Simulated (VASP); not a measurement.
Consider the following.

```
CELL_PARAMETERS angstrom
      4.08773     0.00000     0.00000
      0.00000     4.08773     0.00000
      0.00000     0.00000     4.08773
ATOMIC_POSITIONS crystal
  Ca 0.00000 0.00000 0.00000
  B  0.79900 0.50000 0.50000
  B  0.50000 0.20100 0.50000
  B  0.50000 0.79900 0.50000
  B  0.20100 0.50000 0.50000
  B  0.50000 0.50000 0.79900
  B  0.50000 0.50000 0.20100
```

All values below come from LDA (Ceperley-Alder, Perdew-Zunger), VASP's LDA PAW potentials (set 64) (plane waves; VASP). Settings: 520 eV cut-off, 12×12×12 Γ-centred mesh, Gaussian smearing of 0.010 eV, potentials Ca_sv B.

Predict the energy per atom (σ→0), largest force.

The energy per atom (σ→0) is -7120 meV/atom and the largest force is 0.187 eV/Å.

Only differences to runs with the same potentials and settings are physical.

The compound is CaB6 in the cab6 structure. It was relaxed first.
